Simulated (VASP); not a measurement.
Computed with PBE GGA, VASP's PBE PAW potentials (set 64) (plane waves; VASP 6.6.1).

The input files of a VASP run:

### KPOINTS
```
Automatic mesh
0
Gamma
8 8 10
0 0 0
```

POSCAR:
```
MoSi2
1
   -1.6050000000     1.6050000000     3.9250000000
    1.6050000000    -1.6050000000     3.9250000000
    1.6050000000     1.6050000000    -3.9250000000
Si Mo
2 1
Direct
  0.6712960000   0.6678040000   0.0122360000
  0.3291020000   0.3313760000  -0.0046010000
 -0.0003980000   0.0008210000  -0.0076360000
```

### INCAR
```
! general
SYSTEM  = MoSi2
PREC    = Accurate
ENCUT   = 300
LREAL   = .False.
LASPH   = .True.

! electronic loop
EDIFF   = 1E-12
NELM    = 100
ALGO    = Normal
LMAXMIX = 4

! smearing
ISMEAR  = 0
SIGMA   = 0.272

! functional
GGA     = PE

! ions
ISIF    = 2

! output
LWAVE   = .False.
LCHARG  = .False.
```

POTCAR, in this order: Si Mo_sv (PBE.64 set). Program: vasp_std.

Output of the run:

File OSZICAR:
```
...
DAV:  12    -0.232228730495E+02    0.25852E-05   -0.21125E-05 11141   0.327E-02    0.577E-03
DAV:  13    -0.232228725655E+02    0.48392E-06   -0.63815E-07 11477   0.767E-03    0.110E-03
DAV:  14    -0.232228724748E+02    0.90712E-07   -0.25539E-08 12646   0.116E-03    0.478E-04
DAV:  15    -0.232228724655E+02    0.93737E-08   -0.96050E-09 12037   0.696E-04    0.244E-04
DAV:  16    -0.232228724552E+02    0.10280E-07   -0.14499E-10 10861   0.950E-05    0.838E-05
DAV:  17    -0.232228724553E+02   -0.93678E-10   -0.52873E-12 17405   0.218E-05    0.437E-05
DAV:  18    -0.232228724548E+02    0.49749E-09   -0.14846E-11 16133   0.253E-05    0.100E-05
DAV:  19    -0.232228724552E+02   -0.41337E-09   -0.10475E-12 13990   0.736E-06    0.113E-06
DAV:  20    -0.232228724557E+02   -0.47885E-09   -0.97953E-14 12554   0.120E-06    0.400E-07
DAV:  21    -0.232228724561E+02   -0.41427E-09   -0.55081E-13 12346   0.419E-07    0.345E-07
DAV:  22    -0.232228724567E+02   -0.61482E-09    0.12872E-13 12076   0.239E-07    0.584E-08
DAV:  23    -0.232228724567E+02   -0.31832E-10    0.19512E-13 11645   0.574E-08    0.130E-08
DAV:  24    -0.232228724547E+02    0.20027E-08    0.17003E-13 11819   0.241E-08    0.201E-08
DAV:  25    -0.232228724557E+02   -0.97361E-09    0.12171E-13 12172   0.167E-08    0.222E-09
DAV:  26    -0.232228724569E+02   -0.11987E-08   -0.18028E-14 11257   0.357E-09    0.958E-10
DAV:  27    -0.232228724569E+02    0.28194E-10    0.17080E-13 11384   0.104E-09    0.556E-10
DAV:  28    -0.232228724546E+02    0.22314E-08    0.80780E-14 11626   0.971E-10    0.488E-10
DAV:  29    -0.232228724545E+02    0.14825E-09    0.86262E-14 11350   0.619E-10    0.404E-10
DAV:  30    -0.232228724545E+02   -0.40927E-11    0.17234E-13 10851   0.363E-10    0.428E-10
DAV:  31    -0.232228724547E+02   -0.19872E-09    0.35144E-13 10935   0.243E-10    0.406E-10
DAV:  32    -0.232228724545E+02    0.21055E-09   -0.19520E-14 11174   0.393E-10    0.439E-10
DAV:  33    -0.232228724545E+02   -0.68212E-11    0.43165E-13 11435   0.317E-10    0.431E-10
DAV:  34    -0.232228724557E+02   -0.12160E-08    0.15398E-13 11029   0.320E-10    0.341E-10
DAV:  35    -0.232228724545E+02    0.11742E-08    0.55227E-13 11670   0.422E-10    0.417E-10
DAV:  36    -0.232228724545E+02    0.40018E-10    0.34844E-13 11478   0.442E-10    0.354E-10
DAV:  37    -0.232228724546E+02   -0.74124E-10    0.50679E-13 10430   0.344E-10    0.305E-10
DAV:  38    -0.232228724547E+02   -0.15007E-09   -0.93217E-14 10612   0.268E-10    0.265E-10
DAV:  39    -0.232228724546E+02    0.10959E-09    0.23389E-14 11375   0.252E-10    0.269E-10
DAV:  40    -0.232228724546E+02    0.47748E-10    0.79525E-13 10855   0.320E-10    0.282E-10
DAV:  41    -0.232228724545E+02    0.10004E-10    0.40283E-13 10767   0.273E-10    0.277E-10
DAV:  42    -0.232228724545E+02    0.63665E-10    0.27805E-13 10653   0.283E-10    0.272E-10
DAV:  43    -0.232228724547E+02   -0.20009E-09    0.37571E-13 10579   0.312E-10    0.236E-10
DAV:  44    -0.232228724546E+02    0.11232E-09    0.32964E-13 11255   0.342E-10    0.274E-10
DAV:  45    -0.232228724547E+02   -0.87311E-10    0.15759E-13 11026   0.326E-10    0.255E-10
DAV:  46    -0.232228724545E+02    0.11005E-09    0.56220E-13 10683   0.276E-10    0.292E-10
DAV:  47    -0.232228724546E+02   -0.67303E-10    0.90071E-14 10812   0.338E-10    0.262E-10
DAV:  48    -0.232228724545E+02    0.65029E-10    0.43405E-13 11129   0.323E-10    0.284E-10
DAV:  49    -0.232228724546E+02   -0.72305E-10    0.22868E-13 10516   0.308E-10    0.289E-10
DAV:  50    -0.232228724547E+02   -0.54570E-10    0.60065E-13 10823   0.341E-10    0.278E-10
DAV:  51    -0.232228724547E+02   -0.22737E-10    0.77042E-14 10805   0.303E-10    0.285E-10
DAV:  52    -0.232228724547E+02    0.34106E-10    0.12770E-13 10684   0.275E-10    0.297E-10
DAV:  53    -0.232228724546E+02    0.28649E-10    0.19439E-13 10719   0.323E-10    0.341E-10
DAV:  54    -0.232228724545E+02    0.91404E-10   -0.52433E-14 10580   0.273E-10    0.373E-10
DAV:  55    -0.232228724545E+02    0.65029E-10   -0.66114E-14 10596   0.243E-10    0.385E-10
DAV:  56    -0.232228724546E+02   -0.16007E-09    0.12085E-14 10865   0.294E-10    0.365E-10
DAV:  57    -0.232228724545E+02    0.15280E-09    0.34629E-13 10976   0.279E-10    0.378E-10
DAV:  58    -0.232228724545E+02   -0.35470E-10   -0.15493E-13 10798   0.358E-10    0.422E-10
DAV:  59    -0.232228724545E+02    0.34106E-10   -0.11714E-14 10492   0.379E-10    0.421E-10
DAV:  60    -0.232228724546E+02   -0.72760E-10    0.26179E-14 10692   0.386E-10    0.446E-10
DAV:  61    -0.232228724545E+02    0.38654E-10    0.14107E-13 10975   0.412E-10    0.398E-10
DAV:  62    -0.232228724546E+02   -0.64574E-10    0.17525E-13 10839   0.335E-10    0.375E-10
DAV:  63    -0.232228724546E+02   -0.54570E-10    0.22703E-13 11046   0.330E-10    0.404E-10
DAV:  64    -0.232228724545E+02    0.10959E-09    0.26459E-13 10723   0.432E-10    0.426E-10
DAV:  65    -0.232228724546E+02   -0.73669E-10    0.21890E-13 10872   0.305E-10    0.400E-10
DAV:  66    -0.232228724546E+02    0.50022E-10    0.40725E-13 10680   0.297E-10    0.409E-10
DAV:  67    -0.232228724546E+02   -0.18190E-11    0.12116E-13 10526   0.318E-10    0.418E-10
DAV:  68    -0.232228724545E+02    0.51841E-10    0.36699E-13 10486   0.310E-10    0.430E-10
DAV:  69    -0.232228724547E+02   -0.17053E-09    0.14624E-13 10988   0.330E-10    0.413E-10
DAV:  70    -0.232228724546E+02    0.48203E-10    0.40744E-13 11026   0.302E-10    0.401E-10
DAV:  71    -0.232228724545E+02    0.88221E-10   -0.12174E-13 10435   0.350E-10    0.511E-10
DAV:  72    -0.232228724545E+02    0.30013E-10   -0.11253E-13 11392   0.273E-10    0.518E-10
DAV:  73    -0.232228724546E+02   -0.84583E-10    0.23792E-13 10507   0.321E-10    0.499E-10
DAV:  74    -0.232228724545E+02    0.94587E-10    0.39874E-13 10485   0.279E-10    0.536E-10
DAV:  75    -0.232228724545E+02    0.10004E-10    0.27332E-13 10407   0.360E-10    0.516E-10
DAV:  76    -0.232228724546E+02   -0.13506E-09    0.46413E-13 11088   0.394E-10    0.420E-10
DAV:  77    -0.232228724546E+02   -0.20464E-10    0.28830E-13 11096   0.321E-10    0.403E-10
DAV:  78    -0.232228724546E+02    0.19099E-10   -0.25768E-13 10806   0.298E-10    0.386E-10
DAV:  79    -0.232228724547E+02   -0.83674E-10    0.18137E-13 10678   0.321E-10    0.321E-10
DAV:  80    -0.232228724545E+02    0.16826E-09    0.48692E-13 10591   0.322E-10    0.339E-10
DAV:  81    -0.232228724547E+02   -0.18599E-09    0.24971E-13 10809   0.363E-10    0.214E-10
DAV:  82    -0.232228724546E+02    0.75033E-10    0.44121E-13 11512   0.305E-10    0.208E-10
DAV:  83    -0.232228724547E+02   -0.31378E-10    0.55462E-13 11067   0.313E-10    0.196E-10
DAV:  84    -0.232228724546E+02    0.95042E-10    0.24062E-13 10765   0.279E-10    0.203E-10
DAV:  85    -0.232228724546E+02   -0.15916E-10    0.30511E-13 11203   0.305E-10    0.194E-10
DAV:  86    -0.232228724547E+02   -0.64574E-10    0.51578E-13 10380   0.364E-10    0.235E-10
DAV:  87    -0.232228724546E+02    0.91859E-10    0.38302E-13 10886   0.295E-10    0.270E-10
DAV:  88    -0.232228724545E+02    0.81400E-10    0.41701E-13 10660   0.283E-10    0.289E-10
DAV:  89    -0.232228724545E+02   -0.77307E-11    0.25510E-13 10875   0.307E-10    0.287E-10
DAV:  90    -0.232228724547E+02   -0.18736E-09    0.62974E-13 11027   0.307E-10    0.255E-10
DAV:  91    -0.232228724547E+02   -0.11369E-10    0.50450E-13 11084   0.315E-10    0.248E-10
DAV:  92    -0.232228724545E+02    0.17462E-09    0.61649E-13 11078   0.277E-10    0.282E-10
DAV:  93    -0.232228724547E+02   -0.13642E-09    0.13266E-13 10760   0.276E-10    0.248E-10
DAV:  94    -0.232228724546E+02    0.90495E-10    0.49043E-13 10538   0.266E-10    0.272E-10
DAV:  95    -0.232228724557E+02   -0.11355E-08    0.12212E-13 10863   0.283E-10    0.163E-10
DAV:  96    -0.232228724545E+02    0.11755E-08    0.48752E-13 10949   0.474E-10    0.375E-10
DAV:  97    -0.232228724545E+02    0.57753E-10    0.28452E-13 11268   0.414E-10    0.318E-10
DAV:  98    -0.232228724545E+02   -0.33197E-10    0.10844E-13 10584   0.285E-10    0.312E-10
DAV:  99    -0.232228724546E+02   -0.10004E-09    0.39325E-13 11102   0.245E-10    0.295E-10
DAV: 100    -0.232228724546E+02    0.11823E-10    0.47761E-13 10905   0.381E-10
   1 F= -.23222872E+02 E0= -.23217381E+02  d E =-.109824E-01
```

OUTCAR:
```
------------------------ aborting loop EDIFF was not reached (unconverged)  ----------------------------
  FORCE on cell =-STRESS in cart. coord.  units (eV):
  Direction    XX          YY          ZZ          XY          YZ          ZX
  --------------------------------------------------------------------------------------
  Total        0.3629128      0.3512364      0.5461351      0.0313919     -0.0945028     -0.0561976
  in kB       14.3768317     13.9142667     21.6352025      1.2435939     -3.7437376     -2.2262753
  external PRESSURE =      16.6421003 kB  Pullay stress =       0.0000000 kB
  volume of cell :       40.44
      direct lattice vectors                 reciprocal lattice vectors
    -1.605000000  1.605000000  3.925000000     0.000000000  0.311526480  0.127388535
     1.605000000 -1.605000000  3.925000000     0.311526480  0.000000000  0.127388535
     1.605000000  1.605000000 -3.925000000     0.311526480  0.311526480  0.000000000
 POSITION                                       TOTAL-FORCE (eV/Angst)
 -----------------------------------------------------------------------------------
      0.01403      0.02524      5.20794        -0.190961     -0.330550      0.257702
      1.60127      1.59397     -1.31456         0.028607      0.098602      0.379393
     -0.01030      3.19579      0.03163         0.162354      0.231948     -0.637095
 -----------------------------------------------------------------------------------
    total drift:                               -0.000001     -0.000003      0.000001
  FREE ENERGIE OF THE ION-ELECTRON SYSTEM (eV)
  ---------------------------------------------------
  free  energy   TOTEN  =       -23.2228724546 eV

  energy  without entropy=      -23.2118900368  energy(sigma->0) =      -23.21738125
```
(Selected blocks of OUTCAR.)

**stdout**
```
...
DAV:  81    -0.232228724547E+02   -0.18599E-09    0.24971E-13 10809   0.363E-10    0.214E-10
DAV:  82    -0.232228724546E+02    0.75033E-10    0.44121E-13 11512   0.305E-10    0.208E-10
DAV:  83    -0.232228724547E+02   -0.31378E-10    0.55462E-13 11067   0.313E-10    0.196E-10
DAV:  84    -0.232228724546E+02    0.95042E-10    0.24062E-13 10765   0.279E-10    0.203E-10
DAV:  85    -0.232228724546E+02   -0.15916E-10    0.30511E-13 11203   0.305E-10    0.194E-10
DAV:  86    -0.232228724547E+02   -0.64574E-10    0.51578E-13 10380   0.364E-10    0.235E-10
DAV:  87    -0.232228724546E+02    0.91859E-10    0.38302E-13 10886   0.295E-10    0.270E-10
DAV:  88    -0.232228724545E+02    0.81400E-10    0.41701E-13 10660   0.283E-10    0.289E-10
DAV:  89    -0.232228724545E+02   -0.77307E-11    0.25510E-13 10875   0.307E-10    0.287E-10
DAV:  90    -0.232228724547E+02   -0.18736E-09    0.62974E-13 11027   0.307E-10    0.255E-10
DAV:  91    -0.232228724547E+02   -0.11369E-10    0.50450E-13 11084   0.315E-10    0.248E-10
DAV:  92    -0.232228724545E+02    0.17462E-09    0.61649E-13 11078   0.277E-10    0.282E-10
DAV:  93    -0.232228724547E+02   -0.13642E-09    0.13266E-13 10760   0.276E-10    0.248E-10
DAV:  94    -0.232228724546E+02    0.90495E-10    0.49043E-13 10538   0.266E-10    0.272E-10
DAV:  95    -0.232228724557E+02   -0.11355E-08    0.12212E-13 10863   0.283E-10    0.163E-10
DAV:  96    -0.232228724545E+02    0.11755E-08    0.48752E-13 10949   0.474E-10    0.375E-10
DAV:  97    -0.232228724545E+02    0.57753E-10    0.28452E-13 11268   0.414E-10    0.318E-10
DAV:  98    -0.232228724545E+02   -0.33197E-10    0.10844E-13 10584   0.285E-10    0.312E-10
DAV:  99    -0.232228724546E+02   -0.10004E-09    0.39325E-13 11102   0.245E-10    0.295E-10
DAV: 100    -0.232228724546E+02    0.11823E-10    0.47761E-13 10905   0.381E-10

 -----------------------------------------------------------------------------
|                                                                             |
|           W    W    AA    RRRRR   N    N  II  N    N   GGGG   !!!           |
|           W    W   A  A   R    R  NN   N  II  NN   N  G    G  !!!           |
|           W    W  A    A  R    R  N N  N  II  N N  N  G       !!!           |
|           W WW W  AAAAAA  RRRRR   N  N N  II  N  N N  G  GGG   !            |
|           WW  WW  A    A  R   R   N   NN  II  N   NN  G    G                |
|           W    W  A    A  R    R  N    N  II  N    N   GGGG   !!!           |
|                                                                             |
|     The electronic self-consistency was not achieved in the given           |
|     number of steps (NELM). The forces and other quantities evaluated       |
|     might not be reliable so examine the results carefully. If you find     |
|     spurious results, we suggest increasing NELM, if you were close to      |
|     convergence or switching to a different ALGO or adjusting the           |
|     density mixing parameters otherwise.                                    |
|                                                                             |
 -----------------------------------------------------------------------------

   1 F= -.23222872E+02 E0= -.23217381E+02  d E =-.109824E-01
```

Convergence was not reached.

At this cut-off the stress carries a Pulay error, which pulls relaxed volumes low.

The structure is a typed MoSi2 crystal. The cell was not relaxed at this level, atoms are displaced from their ideal sites. The run is one of a series of settings (EDIFF = 1E-12 against the base run), some of them coarse on purpose.
